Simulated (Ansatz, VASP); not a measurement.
# SnSe2 (1T-SnSe2 3 layers, AA): VASP beside Ansatz

Wanted: the spread between two codes on one cell, functional and k mesh. The structure shown is the start of the Ansatz relaxation below; VASP solves that cell, so the two are compared at the walk's first step.

Calculated with Ansatz 0.2.0; plane waves, with VASP 6.6.1 beside it; single point at PBE with D3(BJ).

## 1. The starting structure

The cell holds 9 atoms: 6 Se and 3 Sn. Its edges and angles: a = 3.870 Å, b = 3.870 Å, c = 56.031 Å, α = 90.0°, β = 90.0°, γ = 120.0°. Vacuum lies along c.

## 2. Ansatz: relaxation, PBE with D3(BJ)

Ansatz runs on its default PAW (the set named soft_2) files.

The two programs are compared at the cell with which this relaxation starts, whose forces are those of its first step.

input.yaml reads:

```yaml
crystal:
  lattice:
    - [3.87, 0.0, 0.0]
    - [-1.935, 3.3515183126, 0.0]
    - [0.0, 0.0, 56.0314671298]
  atoms:
    - { symbol: Se, position: [0.6666666667, 0.3333333333, 0.3881747367] }
    - { symbol: Sn, position: [0.0, 0.0, 0.4070078063] }
    - { symbol: Se, position: [0.3333333333, 0.6666666667, 0.4258408759] }
    - { symbol: Se, position: [0.6666666667, 0.3333333333, 0.4811669304] }
    - { symbol: Sn, position: [0.0, 0.0, 0.5] }
    - { symbol: Se, position: [0.3333333333, 0.6666666667, 0.5188330696] }
    - { symbol: Se, position: [0.6666666667, 0.3333333333, 0.5741591241] }
    - { symbol: Sn, position: [0.0, 0.0, 0.5929921937] }
    - { symbol: Se, position: [0.3333333333, 0.6666666667, 0.6118252633] }
  periodic: [true, true, false]
kpoints:
  mp_grid: { grid: [12, 12, 1] }
hamiltonian:
  xc: pbe
  dispersion: d3bj
scf:
  occupations: { method: fermi_dirac, width: 0.05 }
  convergence: { dr2_threshold: 1.0e-09 }
relax:
  f_tol: 0.004
  max_steps: 90
  cell: {}
output:
  write_potential: true
  write_density: true
  volumetric_format: npy
```

Command:

```sh
ansatz run input.yaml --threads 4 --pin off --max-ram 8192MiB --backend cpu --events-out ev --progress --plain --runs-dir out
```

Numbers of over 12 decimals in the logs are rounded to 6 here.

Output:

```text
Warning: relax.cell: scf.convergence.dr2_threshold = 1e-9 eV is looser than the 1.77281560641e-10 eV advised for a relaxation that steers and ends on the stress (1e-10 eV for each atom of the cell: 9, times the square of relax.cell.stress_2d_tol = 0.05 N/m over 22.5 Å (the atoms' height at the walk's start and 5 Å past either face), 2.219e-2 GPa, over a crystal's default 0.05). What an SCF threshold leaves in a stress goes as its square root, and in the free energy as the threshold itself, and one threshold admits the most on a small cell: [figures from the program's tests cut] Set scf.convergence.dr2_threshold to 1.77281560641e-10 eV or tighter. [rest of the remark cut]
Engine: ansatz 0.2.0, x86_64-unknown-linux-gnu
Pseudopotentials: kind: paw
Pseudopotential: Se, paw, valence charge 16, recommended cutoff 420 eV (normal), Se.paw.azcp
Pseudopotential: Sn, paw, valence charge 14, recommended cutoff 420 eV (normal), Sn.paw.azcp
Functional definition: PBE
  parameter kappa = 0.804
  parameter beta = 0.066725
  exchange = pbe_x(kappa = kappa, mu = beta*pi^2/3)
  correlation = pbe_c(beta = beta)
Crystal: 9 atoms, lattice volume = 726.749 Å³
Basis set: ecut = 420 eV, 14335 PW (Γ), exchange–correlation on 54×54×750 points (8 copies of the dense FFT grid, shifted against one another)
Bands: 83, of which v1, the nominal top of the filled ones, is band 69 counted from 1 (68 counted from 0)
Symmetry: 12 space group operations
Space group: P-3m1 (ITA 164), of the structure as read, at distance tolerance 9.0e-5 Å
k-points: 19 of 144
Non-local potential: Se, projectors of the file, l = 0: 2, l = 1: 2, l = 2: 3, l = 3: 1
Non-local potential: Sn, projectors of the file, l = 0: 2, l = 1: 2, l = 2: 2, l = 3: 2
PAW form: soft (Blöchl's): semilocal exchange-correlation on the pseudo side does not see the compensation charge
PAW one-centre angular grid: Se, 590 points (default); XC on 64 Gauss nodes
PAW one-centre angular grid: Sn, 590 points (default); XC on 64 Gauss nodes
Initial density: superposition of atomic densities (neutral atoms: chi_scale 0, normalization atom), corrected by the library's trained network
Initial wavefunctions: pseudopotential atomic-orbital guess
Functional: x = pbe(κ = 0.804, μ = 0.219515), c = pbe(β = 0.066725)
SCF iter   1: F=—  HF=-50884.659505 eV  |F-HF|=—  |Δ(HF+E_count)|=         —  Δρ=2.15e-3  dr2=7.19e-2  ethr=1.77e-3  ⟨swp⟩=13.2  Hψ=9374  notcnv=0  defer=40
preconditioner: auto → LDOS  [insulator: Δε(μ)=0.305 eV  Ē_g=16.941 eV  σ=0.050 eV  W_gap=0.55  n_scr=126 (ndim 8)  ℏωp=12.2 eV  f_vac=0.715  D(μ)=0.22/eV (n_scr^D=4)  ε∞_Penn≈1.5  β→1.0]
SCF iter   2: F=—  HF=-50884.685686 eV  |F-HF|=—  |Δ(HF+E_count)|=   2.62e-2  Δρ=2.19e-3  dr2=2.18e-1  ethr=5.21e-5  ⟨swp⟩=4.7  Hψ=4641  notcnv=0  defer=141
SCF iter   3: F=—  HF=-50884.647399 eV  |F-HF|=—  |Δ(HF+E_count)|=   3.83e-2  Δρ=6.51e-4  dr2=2.42e-2  ethr=5.21e-5  ⟨swp⟩=3.6  Hψ=2778  notcnv=0  defer=141
SCF iter   4: F=—  HF=-50884.643548 eV  |F-HF|=—  |Δ(HF+E_count)|=   3.85e-3  Δρ=1.30e-4  dr2=5.01e-4  ethr=1.75e-5  ⟨swp⟩=3.0  Hψ=2391  notcnv=0  defer=141
SCF iter   5: F=—  HF=-50884.643384 eV  |F-HF|=—  |Δ(HF+E_count)|=   1.64e-4  Δρ=3.57e-5  dr2=1.39e-5  ethr=3.63e-7  ⟨swp⟩=3.8  Hψ=2822  notcnv=0  defer=141
SCF iter   6: F=—  HF=-50884.643439 eV  |F-HF|=—  |Δ(HF+E_count)|=   5.48e-5  Δρ=1.38e-5  dr2=1.09e-6  ethr=1.01e-8  ⟨swp⟩=3.1  Hψ=3298  notcnv=0  defer=141
SCF iter   7: F=—  HF=-50884.643403 eV  |F-HF|=—  |Δ(HF+E_count)|=   3.60e-5  Δρ=3.77e-6  dr2=8.27e-8  ethr=7.89e-10  ⟨swp⟩=3.1  Hψ=3576  notcnv=0  defer=141
SCF iter   8: F=—  HF=-50884.643403 eV  |F-HF|=—  |Δ(HF+E_count)|=   8.91e-8  Δρ=9.40e-7  dr2=1.07e-8  ethr=5.99e-11  ⟨swp⟩=4.3  Hψ=3700  notcnv=0  defer=141
SCF iter   9: F=-50884.643403 eV  HF=-50884.643403 eV  |F-HF|=3.46e-9  |Δ(HF+E_count)|=   5.36e-9  Δρ=2.54e-7  dr2=5.28e-10  ethr=1.00e-12  ⟨swp⟩=10.6  Hψ=12902  notcnv=0
SCF 1 converged in 9 iterations: F = -50884.643403 eV  dr2 = 5.28e-10
  greatest PAW one-centre occupation: 1.000 electrons in one spin orbital (limit 2), on the Se atom at site 5 (counted from 0), in its partial waves of l = 2
relax step   1: F+E_penalty+E_count = -50884.64340310 eV  Δ(F+E_penalty+E_count) = +0.000e0 eV  max|allowed force component| = 5.179e0 eV/Å  Δτ_max = 0.0000 Å  P = +53.845 N/m  Ω = 726.749 Å³  fix = [c, alpha, beta]  reactions: c +0.000 N/m  (9 SCF iters, accepted)
Crystal: 9 atoms, lattice volume = 753.444 Å³
[...]
WARN: The output density's exchange-correlation potential varies sharply where the density is thin. Do not read a vacuum level from v_tot or v_xc, or from such a field of the output density. On a cell that repeats whose density bears no net charge and no dipole along the vacuum's axis use v_es (v_loc + v_h of the components); under efield.dipole_correction with no amplitude use v_es + v_field, which holds any externa [...]
SCF converged after 5 iterations
Free energy (F): -50892.969317 eV
Harris-Foulkes:  -50892.969317 eV  (|F-HF|=9.24e-10)
Internal energy: -50892.969109 eV  (E = F + TS)
E sigma→0 (E₀):  -50892.969213 eV
Entropy (-TS):   -0.000208 eV (-0.023 meV/atom)
Fermi energy:    -5.546707 eV
--- Per-component energies (eV) ---
  E_band       = -4503.346045
  E_kinetic    = 1272.580932
  E_local      = -1116887.144299  (includes V_loc(G=0)·N_el)
  E_nonlocal   = -3667.092006
  E_hartree    = 557712.765126
  E_xc         = -1768.607944
  E_vxc        = -872.735872  (∫ρ·V_xc dr)
  E_paw        = -23891.022716  (= ΣΔE_a)
  E_vpaw       = 225.521611  (= ΣTr[D̂ρ^β])
  E_aug_tail   = -0.003626  (compensation charges beyond the density's cutoff)
  E_ewald      = 536338.484133
  E_disp       = -2.928709  (pairwise vdW)
  E_smearing   = -0.000208  (= −TS)
  E_closure    = -0.000000  (closes the sum)
  Σ components = -50892.969317   (vs F -50892.969317, Δ=0.00e0)
--- Forces (eV/Å), atoms counted from 1 ---
  atom   1  Se     0.00000000    -0.00000000     0.00122138
  atom   2  Sn     0.00000000     0.00000000     0.00056172
  atom   3  Se     0.00000000     0.00000000    -0.00194185
  atom   4  Se     0.00000000    -0.00000000     0.00021442
  atom   5  Sn     0.00000000     0.00000000     0.00000000
  atom   6  Se     0.00000000     0.00000000    -0.00021442
  atom   7  Se     0.00000000    -0.00000000     0.00194185
  atom   8  Sn    -0.00000000    -0.00000000    -0.00056172
  atom   9  Se     0.00000000     0.00000000    -0.00122138
  max |Σ_I F_I| component: 9.25e-18 eV/Å
--- 2D stress c σ (N/m, compression-positive) ---
       -0.001813      -0.000000       0.000000
       -0.000000      -0.001813       0.000000
        0.000000       0.000000      -0.000000
  P = ½ c Tr σ = -0.0018 N/m
--- Band table (eV; the first three rows and the last of 19) ---
  k-point 0: bands = [... 65 lower, -6.0952, -6.0952, -6.0350, -6.0350, -4.7902, -4.1607, -3.5858, -2.9251, ... 10 higher]
  k-point 1: bands = [... 65 lower, -6.1678, -6.0708, -6.0339, -5.9591, -4.2425, -3.8785, -3.5589, -2.5143, ... 10 higher]
  k-point 2: bands = [... 65 lower, -6.2074, -6.0359, -6.0185, -5.9250, -4.0087, -3.7887, -3.5836, -2.2445, ... 10 higher]
  k-point 18: bands = [... 65 lower, -6.8774, -6.8774, -6.3547, -6.3547, -4.7721, -4.2528, -3.7415, -1.3209, ... 10 higher]
  the weakly bound empty levels are not read free of the cell's end (no_gap_told)
--- Relaxed structure (13 steps of the walk, 13 accepted, 2 SCFs on fresh bases) ---
  F+E_penalty+E_count = -50892.96931704 eV   max|allowed force component| = 1.942e-3 eV/Å   (the final SCF, on the basis selected at the relaxed cell)
  cell:  # Å, volume = 713.8170 Å³
    - [3.835413, 0, 0]
    - [-1.917706, 3.321565, 0]
    - [0, 0, 56.0314671298]
  atoms:
    - { symbol: Se, position: [0.666667, 0.333333, 0.364393] }
    - { symbol: Sn, position: [7.571213441664348e-18, 0, 0.392877] }
    - { symbol: Se, position: [0.333333, 0.666667, 0.421382] }
    - { symbol: Se, position: [0.666667, 0.333333, 0.471529] }
    - { symbol: Sn, position: [0, 0, 0.5] }
    - { symbol: Se, position: [0.333333, 0.666667, 0.528471] }
    - { symbol: Se, position: [0.666667, 0.333333, 0.578618] }
    - { symbol: Sn, position: [-7.571213441664348e-18, 0, 0.607123] }
    - { symbol: Se, position: [0.333333, 0.666667, 0.635607] }
```

## 3. VASP: single point, PBE with D3(BJ), start cell

The same cell, functional, mesh and smearing now go to VASP, with its own data sets.

Lines of VASP's logs that name or quote its potential files are left out, and so is its time.

INCAR reads:

```
SYSTEM = SnSe2
PREC = Accurate
ENCUT = 400
EDIFF = 1E-06
NELM = 120
ISMEAR = -1
SIGMA = 0.05
LREAL = .FALSE.
ALGO = Normal
GGA = PE
IVDW = 12
NBANDS = 48
LORBIT = 11
LWAVE = .FALSE.
LCHARG = .FALSE.
ISIF = 2
LDIPOL = .TRUE.
IDIPOL = 3
DIPOL = 0.5 0.5 0.5
LVHAR = .TRUE.
LASPH = .TRUE.
GGA_COMPAT = .FALSE.
EFERMI = MIDGAP
NELMDL = -8
KPAR = 2
```

POSCAR reads:

```
SnSe2
1.0
    3.8700000000      0.0000000000      0.0000000000
   -1.9350000000      3.3515180000      0.0000000000
    0.0000000000      0.0000000000     56.0314670000
Se Sn
6 3
Direct
    0.6666667164      0.3333334328      0.3881747376
    0.3333334328      0.6666668656      0.4258408762
    0.6666667164      0.3333334328      0.4811669307
    0.3333334328      0.6666668656      0.5188330693
    0.6666667164      0.3333334328      0.5741591238
    0.3333334328      0.6666668656      0.6118252624
    0.0000000000      0.0000000000      0.4070078158
    0.0000000000      0.0000000000      0.5000000089
    0.0000000000      0.0000000000      0.5929922020
```

KPOINTS reads:

```
Automatic mesh
0
Gamma
12 12 1
0 0 0
```

The projector-augmented-wave data sets are Se and Sn_d (PBE family, release 64).

Command:

```sh
mpirun -np 2 vasp_std
```

Output:

```text
[banner, memory and clock lines left out]
running    2 mpi-ranks, on    1 nodes
 distrk:  each k-point on    1 cores,    2 groups
 distr:  one band on    1 cores,    1 groups

 POSCAR found type information on POSCAR SeSn
 POSCAR found :  2 types and       9 ions
 LDA part: xc-table for (Slater+PW92), standard interpolation
|                                                                             |
|           W    W    AA    RRRRR   N    N  II  N    N   GGGG   !!!           |
|           W    W   A  A   R    R  NN   N  II  NN   N  G    G  !!!           |
|           W    W  A    A  R    R  N N  N  II  N N  N  G       !!!           |
|           W WW W  AAAAAA  RRRRR   N  N N  II  N  N N  G  GGG   !            |
|           WW  WW  A    A  R   R   N   NN  II  N   NN  G    G                |
|           W    W  A    A  R    R  N    N  II  N    N   GGGG   !!!           |
|                                                                             |
|     One of the lattice vectors is very long (>50 A), but AMIN is rather     |
|     large. This can spoil convergence since charge sloshing might occur     |
|     along the long lattice vector. If problems with convergence are         |
|     observed, try to decrease AMIN to a smaller value (e.g. 0.01).          |
|     Note: This warning only applies if the self-consistency cycle is        |
|     used.                                                                   |
|                                                                             |

 POSCAR, INCAR and KPOINTS ok, starting setup
 FFT: planning ... GRIDC
 FFT: planning ... GRID_SOFT
 FFT: planning ... GRID
 WAVECAR not read
 entering main loop
       N       E                     dE             d eps       ncg     rms          rms(c)
DAV:   1     0.656729198512E+03    0.65673E+03   -0.29439E+04  2184   0.112E+03
DAV:   2     0.583432569055E+02   -0.59839E+03   -0.58486E+03  2360   0.282E+02
DAV:   3    -0.246079848564E+02   -0.82951E+02   -0.81763E+02  2232   0.132E+02
DAV:   4    -0.281120334995E+02   -0.35040E+01   -0.34912E+01  2344   0.307E+01
DAV:   5    -0.281974259331E+02   -0.85392E-01   -0.85360E-01  2432   0.465E+00
DAV:   6    -0.282010225563E+02   -0.35966E-02   -0.35964E-02  2608   0.921E-01
DAV:   7    -0.282011548430E+02   -0.13229E-03   -0.13228E-03  2680   0.157E-01
DAV:   8    -0.282011585123E+02   -0.36693E-05   -0.36692E-05  2648   0.258E-02    0.131E+01
DAV:   9    -0.269781653777E+02    0.12230E+01   -0.18111E+00  2592   0.116E+01    0.812E+00
DAV:  10    -0.268200642710E+02    0.15810E+00   -0.15849E+00  2528   0.657E+00    0.137E+00
DAV:  11    -0.267805420091E+02    0.39522E-01   -0.32243E-01  2432   0.500E+00    0.443E-01
DAV:  12    -0.267815540785E+02   -0.10121E-02   -0.15592E-02  2272   0.800E-01    0.216E-01
DAV:  13    -0.267814023342E+02    0.15174E-03   -0.26966E-03  2576   0.522E-01    0.137E-01
DAV:  14    -0.267815931706E+02   -0.19084E-03   -0.60102E-04  2120   0.140E-01    0.555E-02
[...]
DAV:  18    -0.267817402430E+02   -0.19926E-04   -0.10232E-06  1384   0.812E-03    0.423E-03
DAV:  19    -0.267818043489E+02   -0.64106E-04   -0.60279E-06  1696   0.630E-03    0.644E-03
DAV:  20    -0.267818171097E+02   -0.12761E-04   -0.74506E-07  1424   0.605E-03    0.167E-03
DAV:  21    -0.267818414544E+02   -0.24345E-04   -0.13964E-06  1496   0.469E-03    0.122E-03
DAV:  22    -0.267818504397E+02   -0.89853E-05   -0.43198E-07  1432   0.190E-03    0.184E-03
DAV:  23    -0.267818549590E+02   -0.45193E-05   -0.61572E-08  1344   0.140E-03    0.703E-04
DAV:  24    -0.267818597816E+02   -0.48226E-05   -0.95310E-08  1360   0.132E-03    0.437E-04
DAV:  25    -0.267818606140E+02   -0.83237E-06   -0.23339E-08  1368   0.751E-04
   1 F= -.30021633E+02 E0= -.30020355E+02  d E =-.255740E-02
```

(Part 1 of 2 ends here.)

[Lines on the potential files, build, host, timing and source positions are cut from VASP's logs without a mark.]

[Logs are printed without paths, hosts, clocks, repeated set-up lines and the standing remarks that a program may print on its own settings, such as how far it seeks lower states.]

[Hosts, paths, dates, database ids (printed as entryN), source tags and the programs' standing remarks are cut or masked in the printed files.]
